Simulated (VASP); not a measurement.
Output of a VASP run:

OSZICAR:
```
...
DAV:   2    -0.286659402376E+00   -0.31142E+02   -0.30910E+02   583   0.148E+02
DAV:   3    -0.158557929262E+01   -0.12989E+01   -0.12618E+01   785   0.247E+01
DAV:   4    -0.162247858322E+01   -0.36899E-01   -0.36872E-01   778   0.402E+00
DAV:   5    -0.162293147212E+01   -0.45289E-03   -0.45269E-03   778   0.302E-01    0.104E+01
DAV:   6    -0.162505911337E+01   -0.21276E-02   -0.66434E-03   719   0.108E+00    0.583E+00
DAV:   7    -0.162634407190E+01   -0.12850E-02   -0.11461E-02   596   0.140E+00    0.291E-01
DAV:   8    -0.162634442030E+01   -0.34840E-06   -0.19091E-03   819   0.264E-01    0.127E-01
DAV:   9    -0.162636703920E+01   -0.22619E-04   -0.27687E-05   678   0.621E-02    0.362E-02
DAV:  10    -0.162638289556E+01   -0.15856E-04   -0.10037E-05   620   0.310E-02    0.401E-02
DAV:  11    -0.162638226654E+01    0.62902E-06   -0.61178E-07   452   0.838E-03
   1 F= -.16263823E+01 E0= -.16263242E+01  d E =-.162638E+01
       N       E                     dE             d eps       ncg     rms          rms(c)
DAV:   1    -0.181427544160E+01   -0.18789E+00   -0.44115E+00   634   0.173E+01    0.283E+00
DAV:   2    -0.167225481546E+01    0.14202E+00   -0.30880E-01   548   0.537E+00    0.121E+00
DAV:   3    -0.163026892442E+01    0.41986E-01   -0.28093E-01   759   0.335E+00    0.958E-01
DAV:   4    -0.163468162010E+01   -0.44127E-02   -0.79257E-03   572   0.783E-01    0.480E-01
DAV:   5    -0.163896484383E+01   -0.42832E-02   -0.69592E-03   814   0.521E-01    0.110E-01
DAV:   6    -0.163924734262E+01   -0.28250E-03   -0.79783E-04   903   0.194E-01    0.289E-02
DAV:   7    -0.163924158466E+01    0.57580E-05   -0.29092E-05   842   0.428E-02    0.931E-03
DAV:   8    -0.163924080628E+01    0.77839E-06   -0.45517E-06   665   0.136E-02
   2 F= -.16392408E+01 E0= -.16393864E+01  d E =-.128585E-01
       N       E                     dE             d eps       ncg     rms          rms(c)
DAV:   1    -0.180052057571E+01   -0.16128E+00   -0.39626E+00   633   0.164E+01    0.269E+00
DAV:   2    -0.167135374587E+01    0.12917E+00   -0.27222E-01   545   0.503E+00    0.115E+00
DAV:   3    -0.163447209488E+01    0.36882E-01   -0.25908E-01   755   0.320E+00    0.954E-01
DAV:   4    -0.163821434440E+01   -0.37422E-02   -0.67373E-03   587   0.726E-01    0.504E-01
DAV:   5    -0.164234649573E+01   -0.41322E-02   -0.58410E-03   812   0.494E-01    0.107E-01
DAV:   6    -0.164261413504E+01   -0.26764E-03   -0.79174E-04   858   0.192E-01    0.261E-02
DAV:   7    -0.164261026321E+01    0.38718E-05   -0.24229E-05   847   0.385E-02    0.812E-03
DAV:   8    -0.164260930256E+01    0.96065E-06   -0.27736E-06   582   0.110E-02
   3 F= -.16426093E+01 E0= -.16428205E+01  d E =-.162270E-01
       N       E                     dE             d eps       ncg     rms          rms(c)
DAV:   1    -0.164491637045E+01   -0.23061E-02   -0.57713E-02   602   0.199E+00    0.400E-01
DAV:   2    -0.164318732020E+01    0.17291E-02   -0.47643E-03   565   0.679E-01    0.148E-01
DAV:   3    -0.164258365545E+01    0.60366E-03   -0.25453E-03   764   0.318E-01    0.121E-01
DAV:   4    -0.164265100902E+01   -0.67354E-04   -0.88445E-05   920   0.657E-02    0.697E-02
DAV:   5    -0.164268622296E+01   -0.35214E-04   -0.24044E-04   782   0.910E-02    0.164E-02
DAV:   6    -0.164268744423E+01   -0.12213E-05   -0.17870E-06   486   0.891E-03    0.735E-03
DAV:   7    -0.164268669186E+01    0.75237E-06   -0.70816E-07   304   0.808E-03
   4 F= -.16426867E+01 E0= -.16429049E+01  d E =-.163044E-01
```

### OUTCAR
```
------------------------ aborting loop because EDIFF is reached ----------------------------------------
  FORCE on cell =-STRESS in cart. coord.  units (eV):
  Direction    XX          YY          ZZ          XY          YZ          ZX
  --------------------------------------------------------------------------------------
  Total        0.0008737      0.0008737      0.0008737      0.0000000      0.0000000     -0.0000000
  in kB        0.0257475      0.0257475      0.0257475      0.0000000      0.0000000     -0.0000000
  external PRESSURE =       0.0257475 kB  Pullay stress =       0.0000000 kB
  volume of cell :       54.36
      direct lattice vectors                 reciprocal lattice vectors
    -0.000000000  3.006729060  3.006729060    -0.166293667  0.166293667  0.166293667
     3.006729060  0.000000000  3.006729060     0.166293667 -0.166293667  0.166293667
     3.006729060  3.006729060  0.000000000     0.166293667  0.166293667 -0.166293667
 POSITION                                       TOTAL-FORCE (eV/Angst)
 -----------------------------------------------------------------------------------
      0.00000      0.00000      0.00000         0.000000      0.000000     -0.000000
 -----------------------------------------------------------------------------------
    total drift:                               -0.000000     -0.000000     -0.000000
  FREE ENERGIE OF THE ION-ELECTRON SYSTEM (eV)
  ---------------------------------------------------
  free  energy   TOTEN  =        -1.6426866919 eV

  energy  without entropy=       -1.6433412509  energy(sigma->0) =       -1.64290488

 reached required accuracy - stopping structural energy minimisation
```
(Selected blocks of OUTCAR.)

**POSCAR**
```
Sr
1
    0.0000000000     3.1008000000     3.1008000000
    3.1008000000     0.0000000000     3.1008000000
    3.1008000000     3.1008000000     0.0000000000
Sr
1
Direct
  0.0000000000   0.0000000000   0.0000000000
```

Question: Reconstruct the remaining input files.

Answer: One answer among several that fit: the input of the run itself, PBE GGA, plane waves, VASP's PBE PAW potentials (set 64).

KPOINTS:
```
kpoints
0
Gamma
8 8 8
```

### INCAR
```
ALGO  =  Normal
EDIFF  =  1E-6
EDIFFG  =  -0.01
ENCUT  =  400
GGA  =  PE
IBRION  =  2
ISIF  =  3
ISMEAR  =  1
LASPH  =  .TRUE.
LCHARG  =  .FALSE.
LMAXMIX  =  4
LREAL  =  .FALSE.
LWAVE  =  .FALSE.
NELM  =  100
NSW  =  40
PREC  =  Accurate
SIGMA  =  0.1
SYSTEM  =  Sr
```

POTCAR, in this order: Sr_sv (PBE.64 set). Program: vasp_std.

Energy and stress use the plane-wave basis of the starting cell.

The compound is Sr in the fcc structure. This run relaxes it. Symmetry was kept, so distortions that lower it aren't found.
